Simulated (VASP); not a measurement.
Write an ASE script for VASP 6.6.1 that does the following.

* Task: single point
* Functional: RPBE
* Potentials or basis: VASP PAW PBE potentials, release 64 (Cu_GW, Si_GW, Mg_GW)
* Cutoff: 550 eV
* k mesh: 6 × 5 × 5
* Occupations: gaussian, width 0.02 eV
* Spin: no spin polarisation
* Further INCAR settings: ALGO = Normal; EDIFF = 1.00e-06

Mg6CuSi:

```xyz
8
Lattice="4.8512 0.0000 0.0000 0.0000 3.0952 5.1732 0.0000 -3.0952 5.1732" Properties=species:S:1:pos:R:3 pbc="T T T"
Cu    2.4256    0.0000    8.6223
Si    2.4256    0.0000    3.4404
Mg    0.0000    0.0000    1.7527
Mg    0.0000    0.0000    6.9508
Mg    0.0000    1.5732    4.2647
Mg    0.0000   -1.5732    4.2647
Mg    2.4256    1.5442    6.0450
Mg    2.4256   -1.5442    6.0450
```

The cell comes from a database or a generator and needn't be the stable form of this composition.

The input as run:

run.py

```python
from ase import Atoms
from ase.calculators.vasp import Vasp
from ase.dft.bandgap import bandgap

atoms = Atoms(
    ['Cu', 'Si', 'Mg', 'Mg', 'Mg', 'Mg', 'Mg', 'Mg'],
    cell=[[4.851185, 0.0, 0.0], [0.0, 3.095162, 5.173203], [0.0, -3.095162, 5.173203]],
    scaled_positions=[[0.5, 0.833364, 0.833364], [0.5, 0.332524, 0.332524], [0.0, 0.1694, 0.1694], [0.0, 0.67181, 0.67181], [0.0, 0.66632, 0.158054], [0.0, 0.158054, 0.66632], [0.5, 0.833724, 0.334807], [0.5, 0.334807, 0.833724]],
    pbc=True,
)
calc = Vasp(
    directory='calc',
    xc='rpbe',
    pp='PBE',
    setups={'base': 'minimal', 'Cu': '_GW', 'Si': '_GW', 'Mg': '_GW'},
    prec='Accurate',
    encut=550,
    ediff=1e-06,
    ismear=0,
    sigma=0.02,
    lreal=False,
    lasph=True,
    nelm=60,
    algo='Normal',
    isif=2,
    lwave=False,
    lcharg=False,
    kpts=[6, 5, 5],
    gamma=True,
)
atoms.calc = calc

print('energy (eV):', atoms.get_potential_energy())
print('free energy (eV):', atoms.get_potential_energy(force_consistent=True))
print('forces (eV/A):')
print(atoms.get_forces())
print('stress (eV/A^3, Voigt):', atoms.get_stress())
print('Fermi level (eV):', calc.get_fermi_level())
gap, top, bottom = bandgap(calc)
print('band gap (eV):', gap, 'from (spin, k, band)', top, 'to', bottom)
```

Potentials or basis: VASP PAW PBE potentials, release 64 (Cu_GW, Si_GW, Mg_GW).

Run with:

```bash
$ python run.py
```

Results of the run:

- Pressure: 1.3 GPa
- Largest force: 0.092 eV/Å
- Band gap on the k mesh: none (metal or under the smearing width)

Caveat: the PAW data sets were made with another functional, which shifts forces and pressure a little.

Run time: 84 s on 1 thread of Intel(R) Xeon(R) Platinum 8559C (Emerald Rapids) (shared host), peak memory 0.38 GiB.
